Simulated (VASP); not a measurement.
Computed with RPBE GGA, VASP's PBE PAW potentials (set 64) (plane waves; VASP).

A VASP calculation is set up with these files.

KPOINTS:
```
Regular mesh
0
gamma
  10 10 10
0 0 0
```

### INCAR
```
SYSTEM = SiC
PREC = Accurate
ENCUT = 520
EDIFF = 1E-7
NELM = 100
ALGO = Normal
LREAL = .FALSE.
LASPH = .TRUE.
ISMEAR = 0
SIGMA = 0.05
GGA = RP
LWAVE = .FALSE.
LCHARG = .FALSE.
ISIF = 2
```

POSCAR:
```
SiC
2.2424180
  0.0000000000   0.9999998434   0.9999998434
  0.9999998434   0.0000000000   0.9999998434
  0.9999998434   0.9999998434   0.0000000000
Si C
1 1
Direct
  0.0000000000   0.0000000000   0.0000000000
  0.2500000000   0.2500000000   0.2500000000
```

POTCAR, in this order: Si C (PBE.64 set). Program: vasp_std.

Output

**OUTCAR**
```
 ion  position               nearest neighbor table
   1  0.000  0.000  0.000-   2 1.94   2 1.94   2 1.94   2 1.94
   2  0.250  0.250  0.250-   1 1.94   1 1.94   1 1.94   1 1.94
  LATTYP: Found a face centered cubic cell.
 ALAT       =     4.4848352976
 Subroutine PRICEL returns:
 Original cell was already a primitive cell.
 Subroutine GETGRP returns: Found 24 space group operations
The static configuration has the point symmetry T_d .
The dynamic configuration has the point symmetry T_d .
 Subroutine INISYM returns: Found 24 space group operations
 Subroutine IBZKPT returns following result:
 Found     47 irreducible k-points:

 Following reciprocal coordinates:
            Coordinates               Weight
  0.000000  0.000000  0.000000      1.000000
  0.100000  0.000000  0.000000      8.000000
  0.200000  0.000000  0.000000      8.000000
  0.300000  0.000000  0.000000      8.000000
  0.400000  0.000000  0.000000      8.000000
  0.500000  0.000000  0.000000      4.000000
  0.100000  0.100000  0.000000      6.000000
  0.200000  0.100000  0.000000     24.000000
  0.300000  0.100000  0.000000     24.000000
...
```

File OSZICAR:
```
       N       E                     dE             d eps       ncg     rms          rms(c)
DAV:   1     0.792768601176E+01    0.79277E+01   -0.40435E+03   768   0.828E+02
DAV:   2    -0.154281175302E+02   -0.23356E+02   -0.21842E+02  1128   0.109E+02
DAV:   3    -0.158430546689E+02   -0.41494E+00   -0.41494E+00   848   0.187E+01
DAV:   4    -0.158445955017E+02   -0.15408E-02   -0.15408E-02  1200   0.123E+00
DAV:   5    -0.158445959435E+02   -0.44184E-06   -0.44184E-06   848   0.187E-02    0.842E+00
DAV:   6    -0.143066577422E+02    0.15379E+01   -0.69833E+00   800   0.145E+01    0.389E+00
DAV:   7    -0.142808184141E+02    0.25839E-01   -0.26860E-01  1160   0.377E+00    0.175E+00
DAV:   8    -0.142793313142E+02    0.14871E-02   -0.16212E-02   784   0.125E+00    0.196E-01
DAV:   9    -0.142800520568E+02   -0.72074E-03   -0.12505E-03  1200   0.315E-01    0.128E-01
DAV:  10    -0.142802853205E+02   -0.23326E-03   -0.43305E-04  1040   0.170E-01    0.212E-02
DAV:  11    -0.142802873340E+02   -0.20135E-05   -0.92121E-05   952   0.573E-02    0.567E-03
DAV:  12    -0.142802882388E+02   -0.90475E-06   -0.39254E-06  1016   0.166E-02    0.180E-03
DAV:  13    -0.142802883815E+02   -0.14272E-06   -0.22701E-07  1040   0.460E-03    0.138E-03
DAV:  14    -0.142802883405E+02    0.40970E-07   -0.26092E-08   576   0.125E-03
   1 F= -.14280288E+02 E0= -.14280288E+02  d E =-.197307E-11
```

**OUTCAR**
```
------------------------ aborting loop because EDIFF is reached ----------------------------------------
  FORCE on cell =-STRESS in cart. coord.  units (eV):
  Direction    XX          YY          ZZ          XY          YZ          ZX
  --------------------------------------------------------------------------------------
  Total       -1.5043363     -1.5043363     -1.5043363     -0.0000000     -0.0000000      0.0000000
  in kB     -106.8749700   -106.8749700   -106.8749700     -0.0000000     -0.0000000      0.0000000
  external PRESSURE =    -106.8749700 kB  Pullay stress =       0.0000000 kB
  volume of cell :       22.55
      direct lattice vectors                 reciprocal lattice vectors
     0.000000000  2.242417649  2.242417649    -0.222973629  0.222973629  0.222973629
     2.242417649  0.000000000  2.242417649     0.222973629 -0.222973629  0.222973629
     2.242417649  2.242417649  0.000000000     0.222973629  0.222973629 -0.222973629
  FREE ENERGIE OF THE ION-ELECTRON SYSTEM (eV)
  ---------------------------------------------------
  free  energy   TOTEN  =       -14.2802883405 eV

  energy  without entropy=      -14.2802883405  energy(sigma->0) =      -14.28028834
```
(Selected blocks of OUTCAR.)

The compound is SiC in the zinc blende structure. This cell is one point of a volume scan, at 1.06 of the reference volume.
